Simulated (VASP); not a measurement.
Method: PBE GGA, VASP's PBE PAW potentials (set 64) (plane waves; VASP 6.6.1).

A VASP calculation is set up with these files.

File KPOINTS:
```
Automatic mesh
0
Gamma
11 11 11
0 0 0
```

POSCAR:
```
BN
1.0
  0.0000000000   1.8075000000   1.8075000000
  1.8075000000   0.0000000000   1.8075000000
  1.8075000000   1.8075000000   0.0000000000
B N
1 1
Cart
  0.0000000000   0.0000000000   0.0000000000
  0.9037500000   0.9037500000   0.9037500000
```

**INCAR**
```
NELM  =  100
LREAL  =  .FALSE.   # projection in real space or not
LCHARG  =  .FALSE.
LWAVE  =  .FALSE.
ENCUT  =  400   # plane-wave cut-off (eV)
EDIFF  =  1E-6   # SCF stop (eV)
PREC  =  Accurate
SIGMA  =  0.01   # width (eV)
LASPH  =  .TRUE.
ISMEAR  =  -1   # Fermi-Dirac
SYSTEM  =  BN
ALGO  =  Normal   # blocked Davidson
ISIF  =  2   # forces and stress, cell fixed
GGA  =  PE
```

POTCAR, in this order: B N (PBE.64 set). Program: vasp_std.

Question: What will the output report for the number of irreducible k-points (NKPTS), largest plane-wave count, number of space-group operations, FFT grid (NGX, NGY, NGZ)?

Answer: 
```json
{
 "number of irreducible k-points (NKPTS)": "56",
 "largest_plane_wave_count": "222",
 "number_of_space_group_operations": "24",
 "FFT grid (NGX, NGY, NGZ)": "18 × 18 × 18"
}
```

The structure is a typed BN crystal (F-43m). The cell was not relaxed at this level.
